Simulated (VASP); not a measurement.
Data:

```yaml
crystal:
  lattice:
    - [6.38184, 0.00000, 0.00000]
    - [0.00000, 6.38184, 0.00000]
    - [0.00000, 0.00000, 6.38184]
  atoms:
    - { symbol: Cs, position: [0.00000, 0.00000, 0.00000] }
    - { symbol: Sn, position: [0.50000, 0.50000, 0.50000] }
    - { symbol: I, position: [0.50000, 0.00000, 0.50000] }
    - { symbol: I, position: [0.00000, 0.50000, 0.50000] }
    - { symbol: I, position: [0.50000, 0.50000, 0.00000] }
```

These are vdW-DF2, VASP's PBE PAW potentials (set 64) (plane waves; VASP) values and carry that method's errors. Numerical set-up: 520 eV cut-off, 3×3×3 Γ-centred mesh, Gaussian smearing of 0.050 eV, potentials Cs_sv Sn_d I.

### Question
Estimate the energy per atom (σ→0).

### Answer

The energy per atom (σ→0) is -0.494 eV/atom.

Only differences to runs with the same potentials and settings are physical.

The compound is CsSnI3 in the cubic perovskite structure, the ideal cubic form; the compound distorts at low or room temperature. It was relaxed first, which changed the volume by +8 %. The start is the result of an earlier pass.
